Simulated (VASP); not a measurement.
Data:

```yaml
crystal:
  lattice:
    - [3.79186, 0.00000, 0.00000]
    - [0.00000, 3.79186, 0.00000]
    - [0.00000, 0.00000, 3.79186]
  atoms:
    - { symbol: Sr, position: [0.00000, 0.00000, 0.00000] }
    - { symbol: V, position: [0.50000, 0.50000, 0.50000] }
    - { symbol: O, position: [0.50000, 0.00000, 0.50000] }
    - { symbol: O, position: [0.00000, 0.50000, 0.50000] }
    - { symbol: O, position: [0.50000, 0.50000, 0.00000] }
```

Calculation: SCAN meta-GGA, VASP's PBE PAW potentials (set 64) (plane waves; VASP). Run with 520 eV cut-off, 8×8×8 Γ-centred mesh, first-order Methfessel-Paxton smearing of 0.10 eV, potentials Sr_sv V_sv O.

**Question.** Estimate the energy per atom (σ→0), pressure, band gap (on the k-mesh) with the smallest direct gap where there is one.

**Answer.** 
```yaml
band gap (on the k-mesh): none (metal, semimetal or under 0.01 eV)
energy per atom (σ→0): -14.738 eV/atom
pressure: 6.66 GPa
```

Total energies compare only between runs with the same potentials, cut-off and functional.

The compound is SrVO3 in the cubic perovskite structure. This cell is one point of a volume scan, at 0.97 of the reference volume. The run is not spin-polarised, so no magnetic state was tried. The electron count is odd and the run is not spin-polarised, which forces a metal.
